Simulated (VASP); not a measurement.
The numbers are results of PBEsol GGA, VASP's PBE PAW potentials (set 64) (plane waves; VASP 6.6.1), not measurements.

A VASP calculation is set up with these files.

POSCAR:
```
PdIn
1.0
  3.0447242312   0.0000000000   0.0000000000
  0.0000000000   3.0447242312   0.0000000000
  0.0000000000   0.0000000000   3.0447242312
In Pd
1 1
Cartesian
  1.5223621156   1.5223621156   1.5223621156
  0.0000000000   0.0000000000   0.0000000000
```

KPOINTS:
```
Automatic mesh
0
Gamma
12 12 12
0 0 0
```

INCAR:
```
! general
SYSTEM =PdIn
PREC   =Accurate
ENCUT  =500   ! plane-wave cut-off (eV)
LREAL  =F
LASPH  =T

! electronic loop
EDIFF  =1E-6   ! SCF stop (eV)
NELM   =100   ! most electronic steps
ALGO   =Normal
LMAXMIX=4   ! l cut-off of mixed one-centre charges

! smearing
ISMEAR =1   ! Methfessel-Paxton
SIGMA  =0.1   ! width (eV)

! functional
GGA    =PS

! ions
IBRION =2   ! conjugate gradients
NSW    =40
ISIF   =3   ! ions, shape and volume
EDIFFG =-0.02
PSTRESS=450

! output
LWAVE  =F
LCHARG =F
```

POTCAR, in this order: In_d Pd (PBE.64 set). Program: vasp_std.

Output of the run:

### OSZICAR
```
       N       E                     dE             d eps       ncg     rms          rms(c)
DAV:   1     0.162346493346E+03    0.16235E+03   -0.11274E+04  2558   0.207E+03
DAV:   2    -0.256809026394E+01   -0.16491E+03   -0.16119E+03  2625   0.414E+02
DAV:   3    -0.957428128257E+01   -0.70062E+01   -0.69813E+01  3192   0.935E+01
DAV:   4    -0.968671871007E+01   -0.11244E+00   -0.11242E+00  3122   0.108E+01
DAV:   5    -0.969165618574E+01   -0.49375E-02   -0.49374E-02  3718   0.205E+00    0.120E+01
DAV:   6    -0.938400117934E+01    0.30766E+00   -0.70304E-01  2975   0.129E+01    0.563E+00
DAV:   7    -0.931291898871E+01    0.71082E-01   -0.94353E-02  3370   0.835E+00    0.219E+00
DAV:   8    -0.930170254321E+01    0.11216E-01   -0.17304E-02  3164   0.143E+00    0.567E-01
DAV:   9    -0.930031187946E+01    0.13907E-02   -0.25422E-03  3276   0.104E+00    0.836E-02
DAV:  10    -0.930029716489E+01    0.14715E-04   -0.64219E-05  3441   0.179E-01    0.363E-02
DAV:  11    -0.930029761122E+01   -0.44633E-06   -0.38371E-06  3010   0.220E-02
   1 F= -.13726229E+01 E0= -.13726575E+01  d E =-.137262E+01
```

### OUTCAR
```
------------------------ aborting loop because EDIFF is reached ----------------------------------------
  FORCE on cell =-STRESS in cart. coord.  units (eV):
  Direction    XX          YY          ZZ          XY          YZ          ZX
  --------------------------------------------------------------------------------------
  Total        7.9398775      7.9398775      7.9398775      0.0000000     -0.0000000      0.0000000
  in kB      450.6926717    450.6926717    450.6926717      0.0000000     -0.0000000      0.0000000
  external PRESSURE =       0.6926717 kB  Pullay stress =     450.0000000 kB
  volume of cell :       28.23
      direct lattice vectors                 reciprocal lattice vectors
     3.044724231  0.000000000  0.000000000     0.328436970  0.000000000  0.000000000
     0.000000000  3.044724231  0.000000000     0.000000000  0.328436970  0.000000000
     0.000000000  0.000000000  3.044724231     0.000000000  0.000000000  0.328436970
 POSITION                                       TOTAL-FORCE (eV/Angst)
 -----------------------------------------------------------------------------------
      1.52236      1.52236      1.52236         0.000000      0.000000      0.000000
      0.00000      0.00000      0.00000         0.000000      0.000000      0.000000
 -----------------------------------------------------------------------------------
    total drift:                                0.000000      0.000000     -0.000000
  FREE ENERGIE OF THE ION-ELECTRON SYSTEM (eV)
  ---------------------------------------------------
  free  energy   TOTEN  =        -9.3002976112 eV

  energy  without entropy=       -9.3004013753  energy(sigma->0) =       -9.30033220
  enthalpy is  TOTEN    =        -1.3726228973 eV   P V=        7.9276747140

 reached required accuracy - stopping structural energy minimisation
```
(Selected blocks of OUTCAR.)

The compound is PdIn in the CsCl type structure. It was relaxed first under an external pressure of 45 GPa. The electron count is odd and the run is not spin-polarised, which forces a metal.
